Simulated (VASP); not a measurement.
```xyz
2
Lattice="1.4511 -2.5133 0.0000 1.4511 2.5133 0.0000 0.0000 0.0000 2.8150" Properties=species:S:1:pos:R:3 pbc="T T T"
W      0.0000     0.0000     0.0000
C      1.4511     0.8378     1.4075
```

The numbers are results of PBEsol GGA, VASP's PBE PAW potentials (set 64) (plane waves; VASP 6.6.1), not measurements. Settings: 600 eV cut-off, 14×14×12 Γ-centred mesh, first-order Methfessel-Paxton smearing of 0.10 eV, potentials W_sv C.

**Question.** Give the stress tensor in GPa (positive for a compressed cell).

**Answer.** 
```
0.69  0.00  0.00
0.00  0.69  0.00
0.00  0.00  5.72
```
The pressure is its mean diagonal, 2.36 GPa.

The compound is WC in the wc structure. This cell was strained or had an atom moved on purpose.
